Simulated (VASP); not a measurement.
Data:

```xyz
6
Lattice="4.7885 0.0000 0.0000 0.0000 4.7885 0.0000 0.0000 0.0000 3.2367" Properties=species:S:1:pos:R:3 pbc="T T T"
Sn     0.0000     0.0000     0.0000
Sn     2.3942     2.3942     1.6183
O      1.4659     1.4659     0.0000
O      3.8602     0.9283     1.6183
O      0.9283     3.8602     1.6183
O      3.3226     3.3226     0.0000
```

Level of theory: optB86b-vdW, VASP's PBE PAW potentials (set 64) (plane waves; VASP). Settings: 520 eV cut-off, 5×5×8 Γ-centred mesh, tetrahedra with Blöchl corrections, potentials Sn_d O.

Unless said otherwise, spin-orbit coupling is left out, though it shifts the bands of the heavy elements here.

Task: Tabulate the total density of states (states/eV per cell) against energy (eV; zero at the valence-band maximum or, without a gap, the Fermi level).

Result: 
```
E (eV) | DOS (states/eV)
    -9.95 |  0.00
    -9.59 |  0.00
    -9.23 |  0.00
    -8.87 |  0.00
    -8.51 |  0.00
    -8.15 |  0.00
    -7.79 | ## 0.62
    -7.43 | ###### 2.24
    -7.07 | ###### 2.30
    -6.71 | #### 1.54
    -6.35 | ### 1.03
    -5.99 | ## 0.87
    -5.63 | ### 1.10
    -5.27 | ## 0.68
    -4.91 | ###### 2.36
    -4.55 | ######## 2.76
    -4.19 | ######## 2.98
    -3.83 | ############# 4.64
    -3.47 | ########## 3.52
    -3.11 | ######## 3.04
    -2.63 | ######## 3.00
    -2.27 | ######### 3.27
    -1.91 | ########## 3.67
    -1.55 | ############### 5.46
    -1.19 | ####################### 8.33
    -0.83 | ############################## 10.9
    -0.47 | ###### 2.26
    -0.11 | # 0.20
     0.25 |  0.00
     0.61 |  0.00
     0.97 |  0.00
     1.33 |  0.02
     1.69 |  0.04
     2.05 |  0.11
     2.41 |  0.16
     2.77 | # 0.21
     3.13 | # 0.29
     3.49 | # 0.51
     3.85 | ## 0.67
     4.21 | ## 0.81
```
Within 2 eV below the valence-band maximum the largest weight inside VASP's projection spheres is O p.

The compound is SnO2 in the rutile structure. It was relaxed first.
